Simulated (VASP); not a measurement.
Output of a VASP run:

File OSZICAR:
```
       N       E                     dE             d eps       ncg     rms          rms(c)
DAV:   1    -0.333832520332E+03   -0.33383E+03   -0.23003E+01   322   0.115E+01    0.714E+00
DAV:   2    -0.334213218948E+03   -0.38070E+00   -0.62722E-01   338   0.107E+00    0.484E+00
DAV:   3    -0.334197077686E+03    0.16141E-01   -0.47428E-02   355   0.351E-01    0.290E+00
DAV:   4    -0.334176514848E+03    0.20563E-01   -0.14799E-02   364   0.222E-01    0.170E+00
DAV:   5    -0.334176627907E+03   -0.11306E-03   -0.58124E-03   372   0.142E-01    0.106E+00
DAV:   6    -0.334205748014E+03   -0.29120E-01   -0.52852E-03   356   0.112E-01    0.817E-01
DAV:   7    -0.334240035214E+03   -0.34287E-01   -0.92724E-03   364   0.135E-01    0.588E-01
DAV:   8    -0.334238435455E+03    0.15998E-02   -0.43007E-03   364   0.115E-01    0.356E-01
DAV:   9    -0.334236387849E+03    0.20476E-02   -0.17246E-03   364   0.806E-02    0.205E-01
DAV:  10    -0.334235768239E+03    0.61961E-03   -0.58209E-04   364   0.460E-02    0.119E-01
DAV:  11    -0.334235581942E+03    0.18630E-03   -0.14967E-04   347   0.231E-02    0.710E-02
DAV:  12    -0.334235525906E+03    0.56035E-04   -0.46935E-05   331   0.130E-02    0.434E-02
DAV:  13    -0.334235510059E+03    0.15848E-04   -0.16688E-05   203   0.810E-03    0.271E-02
DAV:  14    -0.334235506519E+03    0.35394E-05   -0.88166E-06   179   0.592E-03
   1 F= -.33423551E+03 E0= -.33423509E+03  d E =-.837666E-03
```

OUTCAR:
```
------------------------ aborting loop because EDIFF is reached ----------------------------------------
  volume of cell :     1547.77
      direct lattice vectors                 reciprocal lattice vectors
    11.567395522  0.000000000  0.000000000     0.086449884  0.000000000  0.000000000
     0.000000000 11.567395522  0.000000000     0.000000000  0.086449884  0.000000000
     0.000000000  0.000000000 11.567395522     0.000000000  0.000000000  0.086449884
 POSITION                                       TOTAL-FORCE (eV/Angst)
 -----------------------------------------------------------------------------------
      5.79263     11.55419     11.56067        -0.238792      0.272328      0.214242
      7.21589      1.45799      1.45999         0.262132     -0.233630     -0.192420
      8.68306      2.88171     11.56081        -0.240101      0.247306      0.226517
     10.10581      4.34996      1.46198         0.230995     -0.266078     -0.197850
      8.68473     11.55564      2.88684        -0.237603      0.272038      0.200678
     10.10931      1.45912      4.35055         0.225486     -0.235754     -0.226650
      0.01055     11.55793     11.55902        -0.249245      0.253404      0.216943
      1.43516      1.45853      1.45504         0.260893     -0.256492     -0.206945
      2.90435      2.88385     11.56089        -0.240816      0.243930      0.203655
      4.32868      4.35072      1.45660         0.255582     -0.263799     -0.194145
      5.79495      5.77393     11.55867        -0.257326      0.256839      0.218854
      7.21883      7.24214      1.45460         0.251938     -0.266182     -0.194405
      8.68525      8.66477     11.56020        -0.231454      0.252550      0.201312
     10.11117     10.13320      1.45487         0.248674     -0.265420     -0.204074
      2.90248     11.55987      2.88610        -0.244862      0.250503      0.199339
      4.32765      1.45915      4.34915         0.253009     -0.248570     -0.220575
      5.79515      2.89323      2.89687        -0.270719      0.234914      0.182412
      7.19253      4.37752      4.37820         0.288082     -0.296187     -0.262832
      8.67364      5.77649      2.89641        -0.221144      0.266622      0.191174
     10.11057      7.24131      4.34905         0.235205     -0.257347     -0.217406
      5.79517     11.55783      5.77480        -0.256896      0.258784      0.220653
      7.21854      1.45910      7.23808         0.256673     -0.250632     -0.208857
      8.67721      2.89285      5.77707        -0.224007      0.236163      0.227503
     10.11222      4.34979      7.23897         0.240722     -0.263550     -0.206919
      8.68359     11.55956      8.66793        -0.238808      0.244289      0.206494
     10.11096      1.45748     10.13215         0.246029     -0.251141     -0.226334
      0.01007      5.76964     11.56217        -0.250429      0.255128      0.207030
      1.43736      7.23528      1.45999         0.260658     -0.214364     -0.195564
      2.90019      8.66485     11.56152        -0.249346      0.252029      0.223543
      4.32924     10.12954      1.45992         0.206898     -0.265577     -0.199364
      0.01187      2.88389      2.88749        -0.261445      0.243552      0.202263
      1.43832      4.34955      4.34760         0.259141     -0.254021     -0.206852
      2.91274      5.77515      2.89568        -0.242027      0.234704      0.205374
      4.36030      7.21309      4.37884         0.158805     -0.179416     -0.263956
      5.79543      8.65882      2.89252        -0.237949      0.239327      0.220824
      7.21961     10.13100      4.34772         0.252389     -0.262669     -0.207570
      0.00975     11.55336      5.77579        -0.252808      0.268619      0.207773
      1.43842      1.45813      7.23365         0.255376     -0.238537     -0.159273
      2.91107      2.89229      5.77782        -0.247626      0.248118      0.186711
      4.35585      4.37861      7.21232         0.167471     -0.294240     -0.134850
      7.18930      7.20969      7.21283         0.296088     -0.173536     -0.128942
      8.67480      8.65559      5.77774        -0.245688      0.251917      0.196433
     10.10699     10.12877      7.23749         0.229331     -0.266391     -0.175816
      2.90244     11.55694      8.66798        -0.244686      0.276196      0.209608
      4.33234      1.46008     10.12871         0.204002     -0.244061     -0.222409
      5.79413      2.89239      8.65930        -0.230503      0.244204      0.210364
      7.21936      4.34773     10.13040         0.251479     -0.251599     -0.214863
      8.67744      5.77150      8.66131        -0.244017      0.246171      0.203146
     10.10974      7.23587     10.12988         0.233687     -0.220028     -0.223464
      0.00881      8.66471      2.88543        -0.241684      0.249096      0.196551
      1.43936     10.12839      4.34817         0.257688     -0.261837     -0.228627
      0.01143      5.77368      5.77497        -0.252386      0.260140      0.219978
      1.43596      7.24209      7.23804         0.258936     -0.258881     -0.210866
      2.91079      8.65958      5.77898        -0.229528      0.236249      0.206253
      4.32844     10.13390      7.23921         0.250158     -0.270114     -0.208098
      0.01077      2.88161      8.66689        -0.239895      0.249980      0.208144
      1.44139      4.35090     10.12686         0.242004     -0.275011     -0.216305
      2.90953      5.77892      8.66025        -0.236806      0.250030      0.199400
      4.32603      7.24134     10.13270         0.254615     -0.254179     -0.223884
      5.79004      8.65723      8.66173        -0.242164      0.246743      0.191556
      7.21709     10.12823     10.12820         0.267741     -0.260600     -0.226313
      0.01115      8.66481      8.66811        -0.270489      0.252929      0.213186
...
```
(Selected blocks of OUTCAR.)

File POSCAR:
```
Ge63Si
1
   11.5673955220     0.0000000000     0.0000000000
    0.0000000000    11.5673955220     0.0000000000
    0.0000000000     0.0000000000    11.5673955220
Ge Si
63 1
Direct
  0.5007718024   0.9988586943   0.9994184682
  0.6238130352   0.1260433093   0.1262157756
  0.7506494535   0.2491232276   0.9994310554
  0.8736457802   0.3760536140   0.1263878859
  0.7507939741   0.9989835082   0.2495670153
  0.8739487115   0.1261408026   0.3761045923
  0.0009122781   0.9991816391   0.9992756523
  0.1240693191   0.1260896666   0.1257884357
  0.2510807087   0.2493081336   0.9994375930
  0.3742138229   0.3761192317   0.1259231684
  0.5009724893   0.4991559833   0.9992458572
  0.6240671589   0.6260822972   0.1257503083
  0.7508386386   0.7490683742   0.9993779883
  0.8741095863   0.8760135520   0.1257736478
  0.2509190693   0.9993490056   0.2495032021
  0.3741249264   0.1261433260   0.3759838860
  0.5009897300   0.2501193039   0.2504343448
  0.6217936128   0.3784362103   0.3784950952
  0.7498350043   0.4993771707   0.2503939720
  0.8740577351   0.6260105219   0.3759745233
  0.5009915783   0.9991727072   0.4992306999
  0.6240421626   0.1261390719   0.6257312319
  0.7501438531   0.2500863867   0.4994267314
  0.8742001714   0.3760388263   0.6258083968
  0.7506952240   0.9993222304   0.7493417972
  0.8740916457   0.1259990596   0.8759232896
  0.0008709472   0.4987843525   0.9995484329
  0.1242595416   0.6254889354   0.1262162309
  0.2507210053   0.7490752441   0.9994924489
  0.3742627196   0.8756979132   0.1262096123
  0.0010259651   0.2493120465   0.2496230777
  0.1243424052   0.3760181073   0.3758493230
  0.2518059666   0.4992614721   0.2503314587
  0.3769470696   0.6235709629   0.3785501217
  0.5010140599   0.7485542610   0.2500582051
  0.6241344757   0.8758240434   0.3758597991
  0.0008427239   0.9987864007   0.4993167660
  0.1243510418   0.1260555275   0.6253478286
  0.2516613265   0.2500383664   0.4994916445
  0.3765626122   0.3785299919   0.6235046073
  0.6215140312   0.6232767656   0.6235480238
  0.7499356408   0.7482744790   0.4994849115
  0.8737478533   0.8756308354   0.6256801686
  0.2509156012   0.9990961314   0.7493457558
  0.3745301348   0.1262233945   0.8756256029
  0.5009020192   0.2500464830   0.7485958818
  0.6241125296   0.3758606737   0.8757719263
  0.7501634701   0.4989452255   0.7487693188
  0.8739858827   0.6255400860   0.8757270409
  0.0007619516   0.7490630946   0.2494448880
  0.1244321487   0.8755977938   0.3758986715
  0.0009883252   0.4991338456   0.4992458629
  0.1241383205   0.6260781501   0.6257279875
  0.2516376171   0.7486201024   0.4995925578
  0.3741931377   0.8760742553   0.6258289958
  0.0009312297   0.2491146726   0.7492518454
  0.1246077161   0.3761351155   0.8754659397
  0.2515289214   0.4995872335   0.7486779127
  0.3739845055   0.6260133202   0.8759708602
  0.5005481206   0.7484161858   0.7488054226
  0.6239162922   0.8755844521   0.8755817109
  0.0009636103   0.7490715251   0.7493574552
  0.1241175672   0.8759103980   0.8757835880
  0.5007170415   0.4991943023   0.4997485009
```

### Question
Reconstruct the remaining input files.

### Answer
This is not unique; one that fits is the input of the run itself, HSE06 screened hybrid, plane waves, VASP's PBE PAW potentials (set 64).

INCAR:
```
! general
SYSTEM    =  Ge63Si
PREC      =  Normal
ENCUT     =  400
LREAL     =  Auto
LASPH     =  .TRUE.
ISYM      =  0

! electronic loop
EDIFF     =  1E-5
NELM      =  50
NELMIN    =  4
ALGO      =  Normal
LMAXMIX   =  4

! smearing
ISMEAR    =  0
SIGMA     =  0.05

! functional
GGA       =  PE
LHFCALC   =  .TRUE.
AEXX      =  0.25
HFSCREEN  =  0.2
PRECFOCK  =  Fast

! ions
ISIF      =  0

! output
LWAVE     =  .FALSE.
LCHARG    =  .FALSE.
```

KPOINTS:
```
Automatic mesh
0
gamma
1 1 1
0 0 0
```

POTCAR, in this order: Ge Si (PBE.64 set). Program: vasp_gam. Read from the step before: WAVECAR.

The supercell is sampled at Γ alone, which is coarse: total energies, pressure and levels can be off, energies of defects by several tenths of an eV.

The cell is a supercell with a defect, built from Ge (diamond): Si_Ge. The cell's shape comes from a PBE relaxation. The run is not spin-polarised, so no state with unpaired spins was tried.
